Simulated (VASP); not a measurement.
Consider the following.

```
CELL_PARAMETERS angstrom
      4.04252     0.00000     0.00000
     -2.02126     3.50092     0.00000
      0.00000     0.00000     4.95319
ATOMIC_POSITIONS crystal
  P  0.33333 0.66667 0.25000
  P  0.66667 0.33333 0.75000
  Re 0.00000 0.00000 0.00000
  Re 0.00000 0.00000 0.50000
  Re 0.33333 0.66667 0.75000
  Re 0.66667 0.33333 0.25000
```

The numbers are results of PBE GGA, VASP's PBE PAW potentials (set 64) (plane waves; VASP 6.6.1), not measurements. Settings: 300 eV cut-off, 5×5×4 Γ-centred mesh, Fermi-Dirac smearing of 0.10 eV, potentials P Re.

At this cut-off the stress carries a Pulay error, which pulls relaxed volumes low. Unless said otherwise, spin-orbit coupling is left out, though it shifts the bands of the heavy elements here.

Q: Estimate the energy per atom (σ→0), pressure, band gap (on the k-mesh) with the smallest direct gap where there is one.

A: 
- band gap (on the k-mesh) = none (metal, semimetal or under 0.01 eV)
- energy per atom (σ→0) = -9110 meV/atom
- pressure = 77.26 GPa

Only differences to runs with the same potentials and settings are physical.

The structure was generated: Re2P was put into an ordered model structure, which need not be its known phase. The cell was not relaxed at this level. The k-mesh is coarse (spacing up to 0.36 per Å, 2π included), so the numbers may not be converged in it.
